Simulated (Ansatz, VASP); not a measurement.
## Cross-check of P between VASP and Ansatz

Wanted: the spread between two codes on one cell, functional and k mesh. Of the first pair: The structure shown is the start of the Ansatz relaxation below; VASP solves that cell, so the two are compared at the walk's first step.

Program: Ansatz 0.2.0. Level of theory: plane waves, with VASP 6.6.1 beside it; single point at LDA. Results are calculated unless marked as measured.

## Step 1: The structure

The cell holds 4 atoms: 4 P. Cell: a = 3.316 Å, b = 4.379 Å, c = 28.062 Å, α = 90.0°, β = 90.0°, γ = 90.0°. As first built, before any earlier steps moved the atoms (in the runner's words): one layer cut from the layered crystal. Vacuum lies along c. The height across the vacuum is the one that the program set for its solve, not the one typed.

## Step 2: Ansatz: relaxation, LDA

Ansatz runs on its default PAW (the set named soft_2) files.

The two programs are compared at the cell with which this relaxation starts, whose forces are those of its first step.

Contents of input.yaml:

```yaml
crystal:
  lattice:
    - [3.3164, 0.0, 0.0]
    - [0.0, 4.3793, 0.0]
    - [0.0, 0.0, 18.13076816]
  atoms:
    - { symbol: P, position: [0.0, 0.91932, 0.55876111] }
    - { symbol: P, position: [0.0, 0.08068, 0.44123889] }
    - { symbol: P, position: [0.5, 0.58068, 0.55876111] }
    - { symbol: P, position: [0.5, 0.41932, 0.44123889] }
  periodic: [true, true, false]
kpoints:
  mp_grid: { grid: [7, 5, 1] }
scf:
  occupations: { method: fermi_dirac, width: 0.05 }
hamiltonian:
  xc: lda
output:
  forces: true
  stress: true
relax:
  f_tol: 0.02
  max_steps: 50
  cell: {}
```

Run with:

```
$ ansatz run input.yaml --threads 1 --pin off --max-ram 5120MiB --backend cpu --events-out ev --progress --plain --runs-dir out
```

Numbers of over 12 decimals in the logs are rounded to 6 here.

The log of the run:

```text
Warning: crystal.periodic: the lattice vector that does not repeat stood 0.000° off the slab's normal, 18.131 Å along it as the deck builds it. The run solves the slab on a vector along the normal, 28.062 Å long, with every atom where it was (on the deck's vector they left 16.00 Å outside them, and the widest stretch free of ions among them is 2.13 Å). A fractional position that the run reports is one of the run's ce [...]
crystal.periodic: the lattice vector that does not repeat stood 0.000° off the slab's normal, 18.131 Å along it as the deck builds it. The run solves the slab on a vector along the normal, 28.062 Å long, with every atom where it was (on the deck's vector they left 16.00 Å outside them, and the widest stretch free of ions among them is 2.13 Å). A fractional position that the run reports is one of the run's cell, which [...]
Engine: ansatz 0.2.0, aarch64-unknown-linux-gnu
Pseudopotentials: kind: paw
Pseudopotential: P, paw, valence charge 5, recommended cutoff 420 eV (normal), P.paw.azcp
Functional definition: SPW92
  exchange = slater_x
  correlation = pw_c
Crystal: 4 atoms, lattice volume = 407.552 Å³
Basis set: ecut = 420 eV, 8013 PW (Γ)
Bands: 14, of which v1, the nominal top of the filled ones, is band 10 counted from 1 (9 counted from 0)
Symmetry: 8 space group operations
Space group: Pmna (ITA 53), of the structure as read, at distance tolerance 7.4e-5 Å
k-points: 12 of 35
Non-local potential: P, projectors of the file, l = 0: 2, l = 1: 2, l = 2: 2
PAW form: soft (Blöchl's): semilocal exchange-correlation on the pseudo side does not see the compensation charge
PAW frozen core: P, regenerated for the run's functional, and the local potential with it (the file was generated under x = pbe(κ = 0.804, μ = 0.219515), c = pbe(β = 0.066725))
PAW one-centre angular grid: P, 110 points (default); XC on 64 Gauss nodes
Initial density: superposition of atomic densities (neutral atoms: chi_scale 0, normalization atom), corrected by the library's trained network
Initial wavefunctions: pseudopotential atomic-orbital guess
Functional: x = slater, c = lda
SCF iter   1: F=—  HF=-2903.448239 eV  |F-HF|=—  |Δ(HF+E_count)|=         —  Δρ=1.99e-3  dr2=1.04e-2  ethr=1.77e-3  ⟨swp⟩=12.8  Hψ=1774  notcnv=0
preconditioner: auto → Resta (q_TF=auto, 1.651 Å⁻¹)  ε∞=1.9  [insulator: Δε(μ)=0.594 eV  Ē_g=8.770 eV  σ=0.050 eV  W_gap=0.99  n_scr=28 (ndim 8)  ℏωp=8.2 eV  f_vac=0.761  D(μ)=0.01/eV (n_scr^D=0)  ε∞_Penn≈1.9  vacuum switching on, ρ_ref=5.6e-3 e/Å³]
SCF iter   2: F=—  HF=-2903.447528 eV  |F-HF|=—  |Δ(HF+E_count)|=   7.11e-4  Δρ=9.62e-4  dr2=2.29e-3  ethr=5.20e-5  ⟨swp⟩=3.1  Hψ=456  notcnv=0
SCF iter   3: F=—  HF=-2903.447709 eV  |F-HF|=—  |Δ(HF+E_count)|=   1.81e-4  Δρ=9.90e-5  dr2=5.58e-5  ethr=1.15e-5  ⟨swp⟩=2.2  Hψ=288  notcnv=0
SCF iter   4: F=—  HF=-2903.447746 eV  |F-HF|=—  |Δ(HF+E_count)|=   3.75e-5  Δρ=2.04e-5  dr2=3.88e-6  ethr=2.79e-7  ⟨swp⟩=3.3  Hψ=396  notcnv=0
SCF iter   5: F=—  HF=-2903.447748 eV  |F-HF|=—  |Δ(HF+E_count)|=   1.84e-6  Δρ=9.49e-6  dr2=1.08e-6  ethr=1.94e-8  ⟨swp⟩=3.0  Hψ=339  notcnv=0
SCF iter   6: F=-2903.447748 eV  HF=-2903.447748 eV  |F-HF|=3.80e-8  |Δ(HF+E_count)|=   1.03e-7  Δρ=2.65e-6  dr2=3.65e-8  ethr=5.00e-10  ⟨swp⟩=5.3  Hψ=982  notcnv=0
SCF 1 converged in 6 iterations: F = -2903.447748 eV  dr2 = 3.65e-8
  greatest PAW one-centre occupation: 0.806 electrons in one spin orbital (limit 2), on the P atom at site 3 (counted from 0), in its partial waves of l = 0
relax step   1: F+E_penalty+E_count = -2903.44774782 eV  Δ(F+E_penalty+E_count) = +0.000e0 eV  max|allowed force component| = 2.040e-1 eV/Å  Δτ_max = 0.0000 Å  P = -1.256 N/m  Ω = 407.552 Å³  fix = [c, alpha, beta]  reactions: c +0.000 N/m  (6 SCF iters, dr2 threshold 1.00e-7 eV, accepted)
[...]
relax step   2: F+E_penalty+E_count = -2903.46031668 eV  Δ(F+E_penalty+E_count) = -1.257e-2 eV  max|allowed force component| = 1.208e-1 eV/Å  Δτ_max = 0.0074 Å  P = -0.457 N/m  Ω = 401.807 Å³  energy of the carried Pulay correction = +3.380e-4 eV  fix = [c, alpha, beta]  reactions: c +0.000 N/m  (5 SCF iters, dr2 threshold 4.00e-7 eV, accepted)
[...]
relax step   3: F+E_penalty+E_count = -2903.46320171 eV  Δ(F+E_penalty+E_count) = -2.885e-3 eV  max|allowed force component| = 1.349e-2 eV/Å  Δτ_max = 0.0075 Å  P = -0.013 N/m  Ω = 400.391 Å³  energy of the carried Pulay correction = +4.221e-4 eV  fix = [c, alpha, beta]  reactions: c +0.000 N/m  (4 SCF iters, dr2 threshold 4.00e-7 eV, accepted)
[...]
relax step   4: F+E_penalty+E_count = -2903.46282052 eV  Δ(F+E_penalty+E_count) = +3.812e-4 eV  max|allowed force component| = 1.347e-2 eV/Å  Δτ_max = 0.0000 Å  P = -0.019 N/m  Ω = 400.391 Å³  fix = [c, alpha, beta]  reactions: c +0.000 N/m  stress off target by 3.02e-2 N/m on what of the cell is left free  SCF on the basis re-selected at this cell (its energy is not comparable with the rows above)  (6 SCF iters)
basis re-selected at this cell: Δ(F+E_penalty+E_count) = +3.812e-4 eV, ΔP = -0.005 N/m vs the last step (what re-selecting the basis moved, of the pressure what is left beyond the Pulay correction that the steps carried, after the strain that the cell walked since its last selection, with what the two solves' SCF thresholds leave and, on support functions, any second-order correction that the steps lacked; it is no m [...]
SCF converged after 6 iterations
Free energy (F): -2903.462821 eV
Harris-Foulkes:  -2903.462821 eV  (|F-HF|=9.55e-12)
Internal energy: -2903.462689 eV  (E = F + TS)
E sigma→0 (E₀):  -2903.462755 eV
Entropy (-TS):   -0.000131 eV (-0.033 meV/atom)
Fermi energy:    -4.714421 eV
--- Per-component energies (eV) ---
  E_band       = -226.921553
  E_kinetic    = 282.864856
  E_local      = -14549.407708  (includes V_loc(G=0)·N_el)
  E_nonlocal   = 141.372571
  E_hartree    = 7087.107882
  E_xc         = -244.078608
  E_vxc        = -242.698554  (∫ρ·V_xc dr)
  E_paw        = -2160.253233  (= ΣΔE_a)
  E_vpaw       = -33.268514  (= ΣTr[D̂ρ^β])
  E_aug_tail   = 0.000013  (compensation charges beyond the density's cutoff)
  E_ewald      = 6538.462132
  E_core_change = 0.469406  (= ΣΔE_core)
  E_smearing   = -0.000131  (= −TS)
  E_closure    = 0.000000  (closes the sum)
  Σ components = -2903.462821   (vs F -2903.462821, Δ=0.00e0)
--- Forces (eV/Å), atoms counted from 1 ---
  atom   1  P      0.00000000    -0.01245539     0.01347048
  atom   2  P     -0.00000000     0.01245539    -0.01347048
  atom   3  P     -0.00000000     0.01245539     0.01347048
  atom   4  P      0.00000000    -0.01245539    -0.01347048
  max |Σ_I F_I| component: 5.55e-17 eV/Å
--- 2D stress c σ (N/m, compression-positive) ---
       -0.030158      -0.000000       0.000000
       -0.000000      -0.007645       0.000000
        0.000000       0.000000       0.000000
  P = ½ c Tr σ = -0.0189 N/m
--- Relaxed structure (3 steps of the walk, 3 accepted, 1 SCFs on fresh bases) ---
  F+E_penalty+E_count = -2903.46282052 eV   max|allowed force component| = 1.347e-2 eV/Å   (the final SCF, on the basis selected at the relaxed cell)
  cell:  # Å, volume = 400.3910 Å³
    - [3.280166, 0.0, 0.0]
    - [0.0, 4.349877, 0.0]
    - [0.0, 0.0, 28.061536]
  atoms:
    - { symbol: P, position: [0.0, 0.919600, 0.360618] }
    - { symbol: P, position: [0.0, 0.080400, 0.285490] }
    - { symbol: P, position: [0.500000, 0.580400, 0.360618] }
    - { symbol: P, position: [0.500000, 0.419600, 0.285490] }
```

## Step 3: VASP: single point, LDA, start cell, pair 1

The same cell, functional (in two slightly different forms), mesh and smearing now go to VASP, with its own data sets.

Lines of VASP's logs that name or quote its potential files are left out, and so is its time.

Contents of INCAR:

```
SYSTEM = P
PREC = Accurate
ENCUT = 400
EDIFF = 1E-06
NELM = 120
ISMEAR = -1
SIGMA = 0.05
LREAL = .FALSE.
ALGO = Normal
GGA = CA
NBANDS = 16
LORBIT = 11
LWAVE = .FALSE.
LCHARG = .FALSE.
ISIF = 2
LDIPOL = .TRUE.
IDIPOL = 3
DIPOL = 0.5 0.5 0.323
LVHAR = .TRUE.
LASPH = .TRUE.
GGA_COMPAT = .FALSE.
EFERMI = MIDGAP
NELMDL = -8
```

Contents of POSCAR:

```
P
1.0
    3.3164000000      0.0000000000      0.0000000000
    0.0000000000      4.3793000000      0.0000000000
    0.0000000000      0.0000000000     28.0615360000
P
4
Direct
    0.0000000000      0.9193199826      0.3610197247
    0.0000000000      0.0806800174      0.2850877443
    0.5000000000      0.5806800174      0.3610197247
    0.5000000000      0.4193199826      0.2850877443
```

Contents of KPOINTS:

```
Automatic mesh
0
Gamma
7 5 1
0 0 0
```

Potentials, in the order of the species: P (LDA family, release 64).

Run with:

```
$ mpirun -np 1 vasp_std
```

The log of the run:

```text
[banner, memory and clock lines left out]
running    1 mpi-ranks, on    1 nodes
 distrk:  each k-point on    1 cores,    1 groups
 distr:  one band on    1 cores,    1 groups

 POSCAR found type information on POSCAR P
 POSCAR found :  1 types and       4 ions
 LDA part: xc-table for (Slater(with rela. corr.)+CA(PZ))
 , standard interpolation
 POSCAR, INCAR and KPOINTS ok, starting setup
 FFT: planning ... GRIDC
 FFT: planning ... GRID_SOFT
 FFT: planning ... GRID
 WAVECAR not read
 entering main loop
       N       E                     dE             d eps       ncg     rms          rms(c)
DAV:   1     0.130871202503E+03    0.13087E+03   -0.53123E+03   384   0.687E+02
DAV:   2    -0.742568768597E+01   -0.13830E+03   -0.13053E+03   648   0.145E+02
DAV:   3    -0.236802636086E+02   -0.16255E+02   -0.16195E+02   512   0.610E+01
DAV:   4    -0.240219291724E+02   -0.34167E+00   -0.34056E+00   568   0.114E+01
DAV:   5    -0.240322510135E+02   -0.10322E-01   -0.10320E-01   608   0.180E+00
DAV:   6    -0.240324051123E+02   -0.15410E-03   -0.15409E-03   560   0.192E-01
DAV:   7    -0.240324109649E+02   -0.58526E-05   -0.58524E-05   624   0.329E-02
DAV:   8    -0.240324110457E+02   -0.80802E-07   -0.80602E-07   488   0.315E-03    0.104E+01
DAV:   9    -0.238271762816E+02    0.20523E+00   -0.11786E-01   488   0.173E+00    0.605E+00
DAV:  10    -0.237316400954E+02    0.95536E-01   -0.20336E-01   512   0.229E+00    0.331E-01
DAV:  11    -0.237310601788E+02    0.57992E-03   -0.14758E-02   488   0.751E-01    0.150E-01
DAV:  12    -0.237311448966E+02   -0.84718E-04   -0.67730E-04   616   0.158E-01    0.111E-01
DAV:  13    -0.237314460271E+02   -0.30113E-03   -0.34359E-04   432   0.941E-02    0.781E-02
DAV:  14    -0.237315553442E+02   -0.10932E-03   -0.13342E-04   520   0.544E-02    0.222E-02
[...]
DAV:  19    -0.237326516223E+02   -0.45248E-04   -0.33369E-06   480   0.762E-03    0.304E-03
DAV:  20    -0.237326670567E+02   -0.15434E-04   -0.38378E-07   408   0.312E-03    0.145E-03
DAV:  21    -0.237326999048E+02   -0.32848E-04   -0.16540E-06   384   0.376E-03    0.285E-03
DAV:  22    -0.237327027450E+02   -0.28402E-05   -0.61466E-08   424   0.116E-03    0.144E-03
DAV:  23    -0.237327114340E+02   -0.86891E-05   -0.34871E-07   376   0.215E-03    0.141E-03
DAV:  24    -0.237327134862E+02   -0.20522E-05   -0.48987E-08   400   0.917E-04    0.766E-04
DAV:  25    -0.237327149611E+02   -0.14748E-05   -0.34868E-08   352   0.732E-04    0.326E-04
DAV:  26    -0.237327150899E+02   -0.12877E-06   -0.25416E-09   336   0.278E-04
   1 F= -.23732715E+02 E0= -.23732660E+02  d E =-.109679E-03
```

OUTCAR, selected parts (step 3):

```text
ion  position               nearest neighbor table
   1  0.000  0.919  0.361-   3 2.22   3 2.22   2 2.24
   2  0.000  0.081  0.285-   4 2.22   4 2.22   1 2.24
   3  0.500  0.581  0.361-   1 2.22   1 2.22   4 2.24
   4  0.500  0.419  0.285-   2 2.22   2 2.22   3 2.24

  LATTYP: Found a simple orthorhombic cell.
 ALAT       =     3.3164000000
 B/A-ratio  =     1.3204981305
 C/A-ratio  =     8.4614449403

 Subroutine GETGRP returns: Found  8 space group operations
 (whereof  2 operations were pure point group operations)

The static configuration has the point symmetry C_1h.
 The point group associated with its full space group is D_2h.

 Found     12 irreducible k-points:

   k-points           NKPTS =     12   k-points in BZ     NKDIM =     12   number of bands    NBANDS=     16

   dimension x,y,z NGX =    24 NGY =   30 NGZ =  192
   dimension x,y,z NGXF=    48 NGYF=   60 NGZF=  384

   ENCUT  =  400.0 eV  29.40 Ry    5.42 a.u.   5.41  7.14 45.76*2*pi/ulx,y,z

   NELECT =      20.0000    total number of electrons

 k-points in reciprocal lattice and weights: Automatic mesh
   0.00000000  0.00000000  0.00000000       0.029
   0.14285714  0.00000000  0.00000000       0.057
   0.28571429  0.00000000  0.00000000       0.057
   0.42857143  0.00000000  0.00000000       0.057
   0.00000000  0.20000000  0.00000000       0.057
   0.14285714  0.20000000  0.00000000       0.114
   0.28571429  0.20000000  0.00000000       0.114
   0.42857143  0.20000000  0.00000000       0.114
   0.00000000  0.40000000  0.00000000       0.057
   0.14285714  0.40000000  0.00000000       0.114
   0.28571429  0.40000000  0.00000000       0.114
   0.42857143  0.40000000  0.00000000       0.114

 dipolmoment           0.000000      0.000000      0.000000 electrons x Angstroem

 average (electrostatic) potential at core
       1 -93.0260       2 -93.0260       3 -93.0260       4 -93.0260

 E-fermi :  -2.6603

 k-point     1 :       0.0000    0.0000    0.0000
  band No.  band energies     occupation
    ...
      6      -7.4482      2.00000
      7      -6.5725      2.00000
      8      -4.9393      2.00000
      9      -4.8407      2.00000
     10      -2.9699      1.99592
     11      -2.3620      0.00511
     12      -1.6030      0.00000
     13      -0.4211      0.00000
     14       0.4319      0.00000
     15       1.4334      0.00000
    ...

 k-point     2 :       0.1429    0.0000    0.0000
  band No.  band energies     occupation
    ...
      6      -7.5535      2.00000
      7      -7.5235      2.00000
      8      -5.6985      2.00000
      9      -4.8186      2.00000
     10      -3.0691      1.99944
     11      -2.1292      0.00005
     12      -0.7111      0.00000
     13       0.1265      0.00000
     14       0.9435      0.00000
     15       1.6439      0.00000
    ...

 k-point     3 :       0.2857    0.0000    0.0000
  band No.  band energies     occupation
    ...
      6      -8.0983      2.00000
      7      -6.9066      2.00000
      8      -5.8195      2.00000
      9      -4.7465      2.00000
     10      -3.6884      2.00000
     11      -2.0195      0.00001
     12      -1.4550      0.00000
     13      -0.3480      0.00000
     14       0.1634      0.00000
     15       1.1516      0.00000
    ...

  Total       -1.5176033     -0.9863771     -0.9993664      0.0000000     -0.0000000      0.0000000
  in kB       -5.9660350     -3.8776670     -3.9287311      0.0000000     -0.0000000      0.0000000
  external PRESSURE =      -4.5908110 kB  Pullay stress =       0.0000000 kB

  energy-cutoff  :      400.00
  volume of cell :      407.55
      direct lattice vectors                 reciprocal lattice vectors
     3.316400000  0.000000000  0.000000000     0.301531781  0.000000000  0.000000000
     0.000000000  4.379300000  0.000000000     0.000000000  0.228346996  0.000000000
     0.000000000  0.000000000 28.061536000     0.000000000  0.000000000  0.035635968

 POSITION                                       TOTAL-FORCE (eV/Angst)
 -----------------------------------------------------------------------------------
      0.00000      4.02598     10.13077        -0.000000     -0.119394     -0.232326
      0.00000      0.35332      8.00000        -0.000000      0.119394      0.232326
      1.65820      2.54297     10.13077         0.000000      0.119394     -0.232326
      1.65820      1.83633      8.00000         0.000000     -0.119394      0.232326
 -----------------------------------------------------------------------------------
    total drift:                               -0.000000     -0.000000      0.000011

  FREE ENERGIE OF THE ION-ELECTRON SYSTEM (eV)
  ---------------------------------------------------
  free  energy   TOTEN  =       -23.7327150899 eV

  energy  without entropy=      -23.7326054109  energy(sigma->0) =      -23.73266025

 vacuum level on the upper side and lower side of the slab         2.071         2.071

 total charge
# of ion       s       p       d       tot
------------------------------------------
    1        1.084   1.383   0.000   2.467
    2        1.084   1.383   0.000   2.467
    3        1.084   1.383   0.000   2.467
    4        1.084   1.383   0.000   2.467
--------------------------------------------------
tot          4.337   5.533   0.000   9.869

[... 3 further parts left out ...]
```

[end of part 1 of 2]

[Lines on the potential files, build, host, timing and source positions are cut from VASP's logs without a mark.]

[Logs are printed without paths, hosts, clocks, repeated set-up lines and the standing remarks that a program may print on its own settings, such as how far it seeks lower states.]

[Hosts, paths, dates, database ids (printed as entryN), source tags and the programs' standing remarks are cut or masked in the printed files.]
